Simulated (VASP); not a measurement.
# Janus MoSSe monolayer and its bilayer, part 2 of 9

What are the lattice, gap and band positions of Janus MoSSe monolayer, and what does a second sheet change?

VASP 6.6.1, plane waves and PAW; the level of theory is named at each step.

So far: The structure; Relaxing the monolayer.

## Step 2: Relaxing the monolayer (continued)

Level of this step: r2SCAN with rVV10, no spin polarisation; plane waves and PAW (Mo, S, Se) (VASP).

From OUTCAR (step 2):

```text
ion  position               nearest neighbor table
   1  0.333  0.667  0.500-   2 2.48   3 2.48   2 2.48   3 2.48   2 2.48   3 2.48
   2  0.667  0.333  0.427-   1 2.48   1 2.48   1 2.48
   3  0.667  0.333  0.573-   1 2.48   1 2.48   1 2.48

  LATTYP: Found a hexagonal cell.
 ALAT       =     3.2500000000
 C/A-ratio  =     6.7692307692

 Subroutine GETGRP returns: Found  6 space group operations
 (whereof  6 operations were pure point group operations)

The static configuration has the point symmetry C_3v.

 Found     19 irreducible k-points:

   k-points           NKPTS =     19   k-points in BZ     NKDIM =     19   number of bands    NBANDS=     15

   dimension x,y,z NGX =    16 NGY =   16 NGZ =  108
   dimension x,y,z NGXF=    32 NGYF=   32 NGZF=  216

   ENCUT  =  350.0 eV  25.72 Ry    5.07 a.u.   4.96  4.96 33.56*2*pi/ulx,y,z

   NELECT =      18.0000    total number of electrons

 k-points in reciprocal lattice and weights: Automatic mesh
   0.00000000  0.00000000  0.00000000       0.007
   0.08333333 -0.00000000  0.00000000       0.042
   0.16666667 -0.00000000  0.00000000       0.042
   0.25000000 -0.00000000  0.00000000       0.042
   0.33333333 -0.00000000  0.00000000       0.042
   0.41666667 -0.00000000  0.00000000       0.042
   0.50000000 -0.00000000  0.00000000       0.021
   0.08333333  0.08333333  0.00000000       0.042
   0.16666667  0.08333333  0.00000000       0.083
[...]
0.33333333  0.25000000  0.00000000       0.083
   0.33333333  0.33333333  0.00000000       0.014

 dipolmoment           0.000000      0.000000     -0.036601 electrons x Angstroem

 average (electrostatic) potential at core
       1 -50.6643       2 -96.9972       3 -65.2488

 E-fermi :  -2.6928

 k-point     1 :       0.0000    0.0000    0.0000
  band No.  band energies     occupation
    ...
      5      -5.4865      2.00000
      6      -4.8753      2.00000
      7      -4.1680      2.00000
      8      -4.1680      2.00000
      9      -2.8922      2.00000
     10       0.1502      0.00000
     11       0.1502      0.00000
     12       0.4719      0.00000
     13       0.4719      0.00000
     14       2.4629      0.00000
    ...

 k-point     2 :       0.0833   -0.0000    0.0000
  band No.  band energies     occupation
    ...
      5      -5.4027      2.00000
      6      -5.1283      2.00000
      7      -4.3110      2.00000
      8      -4.0538      2.00000
      9      -2.9321      2.00000
     10      -0.0164      0.00000
     11       0.0973      0.00000
     12       0.2280      0.00000
     13       0.4177      0.00000
     14       2.6276      0.00000
    ...

 k-point     3 :       0.1667   -0.0000    0.0000
  band No.  band energies     occupation
    ...
      5      -5.6944      2.00000
      6      -5.2490      2.00000
      7      -4.5620      2.00000
      8      -4.0717      2.00000
      9      -3.1446      2.00000
     10      -0.5383      0.00000
     11      -0.0812      0.00000
     12      -0.0405      0.00000
     13       0.7275      0.00000
     14       3.0376      0.00000
    ...

  Total        0.0034013      0.0034013     -0.0840565      0.0000000     -0.0000000      0.0000000
  in kB        0.0272974      0.0272974     -0.6746079      0.0000000     -0.0000000      0.0000000
  external PRESSURE =      -0.2066711 kB  Pullay stress =       0.0000000 kB

  energy-cutoff  :      350.00
  volume of cell :      199.63
      direct lattice vectors                 reciprocal lattice vectors
     3.236969350 -0.000000000  0.000000000     0.308930945  0.178361364  0.000000000
    -1.618484675  2.803297688  0.000000000     0.000000000  0.356722728  0.000000000
     0.000000000  0.000000000 22.000000000     0.000000000  0.000000000  0.045454545

 POSITION                                       TOTAL-FORCE (eV/Angst)
 -----------------------------------------------------------------------------------
     -0.00000      1.86887     10.94467        -0.000000      0.000000     -0.006341
      1.61848      0.93443      9.41740        -0.000000      0.000000      0.012166
      1.61848      0.93443     12.63793         0.000000     -0.000000     -0.005825
 -----------------------------------------------------------------------------------
    total drift:                               -0.000002      0.000009     -0.002058

  FREE ENERGIE OF THE ION-ELECTRON SYSTEM (eV)
  ---------------------------------------------------
  free  energy   TOTEN  =       -50.3210567045 eV

  energy  without entropy=      -50.3210567045  energy(sigma->0) =      -50.32105670

 reached required accuracy - stopping structural energy minimisation

 vacuum level on the upper side and lower side of the slab         2.660         3.405

 total charge
# of ion       s       p       d       tot
------------------------------------------
    1        0.400   0.567   4.389   5.356
    2        1.352   2.352   0.000   3.704
    3        1.479   2.378   0.064   3.921
--------------------------------------------------
tot          3.231   5.296   4.453  12.980

[... 3 further parts left out ...]
```

This run has no spin polarisation, although Mo can carry a moment. The gap is read on the k-mesh alone, so it is an upper bound where the band edges lie off the mesh. The PAW data sets were made with PBE, which is usual practice but a small mismatch for other functionals. The data set Mo keeps the semicore shell frozen, which is cheaper and a little less accurate. The run keeps the 6 symmetry operations of its start, so it cannot find a distortion of lower symmetry.

The steps of the relaxation:

```tsv
step	energy less that of the first step (eV)	largest force (eV/Å)	pressure (GPa)	volume (Å³)
1	0.0000	2.4292	-0.27	201.24
2	-0.0556	1.6773	0.04	199.58
3	-0.1034	0.0943	-0.21	200.25
4	-0.1038	0.0363	0.09	199.16
5	-0.1040	0.0195	-0.01	199.55
6	-0.1040	0.0214	-0.02	199.56
7	-0.1040	0.0229	-0.02	199.58
8	-0.1040	0.0122	-0.02	199.63
```

```tsv
cell as run	before	after	change
a (Å)	3.250	3.237	-0.4 %
b (Å)	3.250	3.237	-0.4 %
```

The atoms that moved most (Å, along periodic axes as changes of fractional coordinates times the final cell, across vacuum about the mean position):

```tsv
atom	dx	dy	dz	length
Mo1	0.000	0.000	-0.055	0.055
S2	0.000	0.000	0.032	0.032
Se3	0.000	0.000	0.023	0.023
```

The relaxed structure:

```xyz
3
Lattice="3.2370 0.0000 0.0000 -1.6185 2.8033 0.0000 0.0000 0.0000 22.0000" Properties=species:S:1:pos:R:3
Mo    0.0000    1.8689   10.9447
S     1.6185    0.9344    9.4174
Se    1.6185    0.9344   12.6379
```

This step gave:

| Item | Value |
| --- | --- |
| electronic cycles | 71 |
| electrons | 18 |
| free energy (TOTEN) | -50.3211 eV |
| Fermi energy | -2.693 eV |
| metallic | no |
| dipole moment | 0, 0, -0.03660 e·Å |
| gap on the k-mesh | 1.693 eV |
| least direct gap on the k-mesh | 1.693 eV |

The run ended after 8 ionic steps, 0.104 eV below its first step, once forces and stress met EDIFFG = -0.015.

VASP counts the dipole in electrons times Å, so a positive number points the physical dipole along −c.

## Step 3: A second relaxation

The plane waves were chosen for the start cell, so the relaxation is repeated from its end.

The input, INCAR:

```
SYSTEM = MoSeS
PREC = Normal
ENCUT = 350
EDIFF = 1E-06
NELM = 120
ISMEAR = 0
SIGMA = 0.03
LREAL = .FALSE.
ALGO = Normal
METAGGA = R2SCAN
LUSE_VDW = .TRUE.
IVDW_NL = 2
BPARAM = 11.95
CPARAM = 0.0093
LASPH = .TRUE.
NBANDS = 15
LORBIT = 11
LWAVE = .FALSE.
LCHARG = .FALSE.
KPAR = 4
IBRION = 2
NSW = 30
ISIF = 3
EDIFFG = -0.015
POTIM = 0.4
IDIPOL = 3
LDIPOL = .TRUE.
DIPOL = 0.5 0.5 0.5
LATTICE_CONSTRAINTS = .TRUE. .TRUE. .FALSE.
```

The input, POSCAR:

```
MoSeS
1.0
    3.2369693496      0.0000000000      0.0000000000
   -1.6184846748      2.8032976880      0.0000000000
    0.0000000000      0.0000000000     22.0000000000
Mo S Se
1 1 1
Direct
    0.3333333333      0.6666666667      0.4974849633
    0.6666666667      0.3333333333      0.4280636568
    0.6666666667      0.3333333333      0.5744513799
```

The input, KPOINTS:

```
Automatic mesh
0
Gamma
12 12 1
0 0 0
```

PAW data sets: Mo, S and Se (PBE family, release 64).

Started as:

```sh
mpirun -np 4 vasp_std
```

The program printed:

```text
[banner, memory and clock lines left out]
running    4 mpi-ranks, on    1 nodes
 distrk:  each k-point on    1 cores,    4 groups
 distr:  one band on    1 cores,    1 groups

 POSCAR found type information on POSCAR MoS Se
 POSCAR found :  3 types and       3 ions
 [... a notice as in an earlier step ...]

 [... a notice as in an earlier step ...]

 LDA part: xc-table for (None), standard interpolation
 POSCAR, INCAR and KPOINTS ok, starting setup
 FFT: planning ... GRIDC
 FFT: planning ... GRID_SOFT
 FFT: planning ... GRID
 WAVECAR not read
 entering main loop
       N       E                     dE             d eps       ncg     rms          rms(c)
Total rVV10 correction in eV:      0.5647501    25.1424134
Total rVV10 correction in eV:      0.5647501    25.1424134
Total rVV10 correction in eV:      0.5647501    25.1424134
Total rVV10 correction in eV:      0.5647501    25.1424134
DAV:   1     0.810870331992E+02    0.81087E+02   -0.51289E+03   570   0.653E+02
DAV:   2    -0.431970268099E+02   -0.12428E+03   -0.11776E+03   950   0.156E+02
DAV:   3    -0.541890752926E+02   -0.10992E+02   -0.10868E+02   780   0.584E+01
DAV:   4    -0.543701678934E+02   -0.18109E+00   -0.18073E+00   675   0.902E+00
DAV:   5    -0.543744230707E+02   -0.42552E-02   -0.42546E-02   773   0.131E+00    0.229E+01
Total rVV10 correction in eV:      0.5640241    25.1433012
Total rVV10 correction in eV:      0.5640241    25.1433012
Total rVV10 correction in eV:      0.5640241    25.1433012
Total rVV10 correction in eV:      0.5640241    25.1433012
DAV:   6    -0.507440187195E+02    0.36304E+01   -0.62783E+00   717   0.194E+01    0.845E+00
Total rVV10 correction in eV:      0.5584819    25.1454845
Total rVV10 correction in eV:      0.5584819    25.1454845
Total rVV10 correction in eV:      0.5584819    25.1454845
Total rVV10 correction in eV:      0.5584819    25.1454845
DAV:   7    -0.505232486994E+02    0.22077E+00   -0.30629E+00   759   0.163E+01    0.727E+00
Total rVV10 correction in eV:      0.5596835    25.1448634
Total rVV10 correction in eV:      0.5596835    25.1448634
Total rVV10 correction in eV:      0.5596835    25.1448634
Total rVV10 correction in eV:      0.5596835    25.1448634
DAV:   8    -0.503044687374E+02    0.21878E+00   -0.39714E-01   696   0.607E+00    0.105E+00
Total rVV10 correction in eV:      0.5610261    25.1449831
Total rVV10 correction in eV:      0.5610261    25.1449831
Total rVV10 correction in eV:      0.5610261    25.1449831
Total rVV10 correction in eV:      0.5610261    25.1449831
DAV:   9    -0.503173953182E+02   -0.12927E-01   -0.55397E-02   738   0.191E+00    0.289E-01
Total rVV10 correction in eV:      0.5624106    25.1448666
Total rVV10 correction in eV:      0.5624106    25.1448666
Total rVV10 correction in eV:      0.5624106    25.1448666
Total rVV10 correction in eV:      0.5624106    25.1448666
DAV:  10    -0.503175717462E+02   -0.17643E-03   -0.41557E-03   675   0.564E-01    0.177E-01
Total rVV10 correction in eV:      0.5637944    25.1446821
Total rVV10 correction in eV:      0.5637944    25.1446821
Total rVV10 correction in eV:      0.5637944    25.1446821
Total rVV10 correction in eV:      0.5637944    25.1446821
DAV:  11    -0.503182744720E+02   -0.70273E-03   -0.16537E-03   696   0.272E-01    0.969E-02
Total rVV10 correction in eV:      0.5640485    25.1445087
Total rVV10 correction in eV:      0.5640485    25.1445087
Total rVV10 correction in eV:      0.5640485    25.1445087
Total rVV10 correction in eV:      0.5640485    25.1445087
DAV:  12    -0.503185608342E+02   -0.28636E-03   -0.20446E-04   724   0.108E-01    0.689E-02
Total rVV10 correction in eV:      0.5649830    25.1441214
Total rVV10 correction in eV:      0.5649830    25.1441214
Total rVV10 correction in eV:      0.5649830    25.1441214
Total rVV10 correction in eV:      0.5649830    25.1441214
DAV:  13    -0.503192588100E+02   -0.69798E-03   -0.36652E-04   626   0.125E-01    0.277E-02
Total rVV10 correction in eV:      0.5654395    25.1438641
Total rVV10 correction in eV:      0.5654395    25.1438641
Total rVV10 correction in eV:      0.5654395    25.1438641
Total rVV10 correction in eV:      0.5654395    25.1438641
DAV:  14    -0.503195393058E+02   -0.28050E-03   -0.78423E-05   689   0.586E-02    0.205E-02
Total rVV10 correction in eV:      0.5662710    25.1432534
Total rVV10 correction in eV:      0.5662710    25.1432534
Total rVV10 correction in eV:      0.5662710    25.1432534
Total rVV10 correction in eV:      0.5662710    25.1432534
DAV:  15    -0.503201238623E+02   -0.58456E-03   -0.21120E-04   598   0.877E-02    0.111E-02
Total rVV10 correction in eV:      0.5666284    25.1429375
Total rVV10 correction in eV:      0.5666284    25.1429375
Total rVV10 correction in eV:      0.5666284    25.1429375
Total rVV10 correction in eV:      0.5666284    25.1429375
DAV:  16    -0.503203351681E+02   -0.21131E-03   -0.49550E-05   640   0.420E-02    0.584E-03
Total rVV10 correction in eV:      0.5668658    25.1426259
Total rVV10 correction in eV:      0.5668658    25.1426259
Total rVV10 correction in eV:      0.5668658    25.1426259
Total rVV10 correction in eV:      0.5668658    25.1426259
DAV:  17    -0.503205277844E+02   -0.19262E-03   -0.71774E-05   577   0.504E-02    0.334E-03
Total rVV10 correction in eV:      0.5668907    25.1425470
Total rVV10 correction in eV:      0.5668907    25.1425470
Total rVV10 correction in eV:      0.5668907    25.1425470
Total rVV10 correction in eV:      0.5668907    25.1425470
DAV:  18    -0.503205832462E+02   -0.55462E-04   -0.14684E-05   724   0.224E-02    0.275E-03
Total rVV10 correction in eV:      0.5669053    25.1424688
Total rVV10 correction in eV:      0.5669053    25.1424688
Total rVV10 correction in eV:      0.5669053    25.1424688
Total rVV10 correction in eV:      0.5669053    25.1424688
DAV:  19    -0.503206274107E+02   -0.44164E-04   -0.11192E-05   652   0.185E-02    0.782E-04
Total rVV10 correction in eV:      0.5669040    25.1424226
Total rVV10 correction in eV:      0.5669040    25.1424226
Total rVV10 correction in eV:      0.5669040    25.1424226
Total rVV10 correction in eV:      0.5669040    25.1424226
DAV:  20    -0.503206493624E+02   -0.21952E-04   -0.59532E-06   671   0.125E-02    0.798E-04
Total rVV10 correction in eV:      0.5669024    25.1424183
Total rVV10 correction in eV:      0.5669024    25.1424183
Total rVV10 correction in eV:      0.5669024    25.1424183
Total rVV10 correction in eV:      0.5669024    25.1424183
DAV:  21    -0.503206519251E+02   -0.25627E-05   -0.29313E-07   636   0.525E-03    0.502E-04
Total rVV10 correction in eV:      0.5669009    25.1424134
Total rVV10 correction in eV:      0.5669009    25.1424134
Total rVV10 correction in eV:      0.5669009    25.1424134
Total rVV10 correction in eV:      0.5669009    25.1424134
DAV:  22    -0.503206547881E+02   -0.28630E-05   -0.43645E-07   541   0.556E-03    0.170E-04
Total rVV10 correction in eV:      0.5669006    25.1424136
Total rVV10 correction in eV:      0.5669006    25.1424136
Total rVV10 correction in eV:      0.5669006    25.1424136
Total rVV10 correction in eV:      0.5669006    25.1424136
DAV:  23    -0.503206547743E+02    0.13767E-07   -0.75127E-08   614   0.280E-03
Total rVV10 correction in eV:      0.5668992    25.1424162
Total rVV10 correction in eV:      0.5668992    25.1424162
Total rVV10 correction in eV:      0.5668992    25.1424162
Total rVV10 correction in eV:      0.5668992    25.1424162
Total rVV10 correction in eV:      0.5668998    25.1424147
Total rVV10 correction in eV:      0.5668998    25.1424147
Total rVV10 correction in eV:      0.5668998    25.1424147
Total rVV10 correction in eV:      0.5668998    25.1424147
   1 F= -.50320655E+02 E0= -.50320655E+02  d E =-.503207E+02
 curvature:   0.00 expect dE= 0.000E+00 dE for cont linesearch  0.000E+00
 trial: gam= 0.00000 g(F)=  0.868E-05 g(S)=  0.179E-08 ort = 0.000E+00 (trialstep = 0.100E+01)
 search vector abs. value=  0.868E-05
 reached required accuracy - stopping structural energy minimisation
```

It took 1.9 min on 4 MPI ranks of Intel Xeon Platinum 8488C (Sapphire Rapids), shared host; peak memory 1.2 GiB; 7.5 min of CPU time.

OUTCAR, selected parts (step 3):

```text
  LATTYP: Found a hexagonal cell.
 ALAT       =     3.2369693496
 C/A-ratio  =     6.7964807893

The static configuration has the point symmetry C_3v.

 Found     19 irreducible k-points:

   ENCUT  =  350.0 eV  25.72 Ry    5.07 a.u.   4.94  4.94 33.56*2*pi/ulx,y,z

   NELECT =      18.0000    total number of electrons

 dipolmoment           0.000000      0.000000     -0.036556 electrons x Angstroem

 E-fermi :  -2.6933

 k-point     1 :       0.0000    0.0000    0.0000
  band No.  band energies     occupation
    ...
      5      -5.4870      2.00000
      6      -4.8758      2.00000
      7      -4.1686      2.00000
      8      -4.1686      2.00000
      9      -2.8928      2.00000
     10       0.1497      0.00000
     11       0.1497      0.00000
     12       0.4713      0.00000
     13       0.4713      0.00000
     14       2.4580      0.00000
    ...

 k-point     2 :       0.0833    0.0000    0.0000
  band No.  band energies     occupation
    ...
      5      -5.4033      2.00000
      6      -5.1288      2.00000
      7      -4.3117      2.00000
      8      -4.0543      2.00000
      9      -2.9327      2.00000
     10      -0.0169      0.00000
     11       0.0968      0.00000
     12       0.2274      0.00000
     13       0.4171      0.00000
     14       2.6220      0.00000
    ...

  Total       -0.0002639     -0.0002639     -0.0838823      0.0000000      0.0000000      0.0000000
  in kB       -0.0021184     -0.0021184     -0.6732097      0.0000000      0.0000000      0.0000000
  external PRESSURE =      -0.2258155 kB  Pullay stress =       0.0000000 kB

  energy-cutoff  :      350.00
  volume of cell :      199.63
      direct lattice vectors                 reciprocal lattice vectors
     3.236969350  0.000000000  0.000000000     0.308930945  0.178361364  0.000000000
    -1.618484675  2.803297688  0.000000000     0.000000000  0.356722728  0.000000000
     0.000000000  0.000000000 22.000000000     0.000000000  0.000000000  0.045454545

 POSITION                                       TOTAL-FORCE (eV/Angst)
 -----------------------------------------------------------------------------------
     -0.00000      1.86887     10.94467        -0.000000     -0.000000     -0.006382
      1.61848      0.93443      9.41740         0.000000      0.000000      0.012241
      1.61848      0.93443     12.63793         0.000000      0.000000     -0.005859
 -----------------------------------------------------------------------------------
    total drift:                               -0.000003      0.000013     -0.002095

  FREE ENERGIE OF THE ION-ELECTRON SYSTEM (eV)
  ---------------------------------------------------
  free  energy   TOTEN  =       -50.3206547743 eV

  energy  without entropy=      -50.3206547743  energy(sigma->0) =      -50.32065477

 vacuum level on the upper side and lower side of the slab         2.643         3.394

 total charge
# of ion       s       p       d       tot
------------------------------------------
    1        0.400   0.567   4.389   5.356
    2        1.352   2.352   0.000   3.704
    3        1.479   2.378   0.064   3.920
--------------------------------------------------
tot          3.231   5.296   4.453  12.981

[... 4 parts as in an earlier step ...]

[... 7 further parts left out ...]
```

Little changed from the start: no atom moved by 0.005 Å and no cell edge by 0.1 %.

This step gave:

| Quantity | Value |
| --- | --- |
| electronic cycles | 23 |
| free energy (TOTEN) | -50.3207 eV |
| dipole moment | 0, 0, -0.03656 e·Å |

The start already met the threshold, so nothing moved.

(Continued in part 3 of 9.)

[Lines on the potential files, build, host, timing and source positions are cut from VASP's logs without a mark.]

[Logs are printed without paths, hosts, clocks, repeated set-up lines and the standing remarks that a program may print on its own settings, such as how far it seeks lower states.]

[Hosts, paths, dates, database ids (printed as entryN), source tags and the programs' standing remarks are cut or masked in the printed files.]

[Runs that stopped without an error message from VASP are left out.]
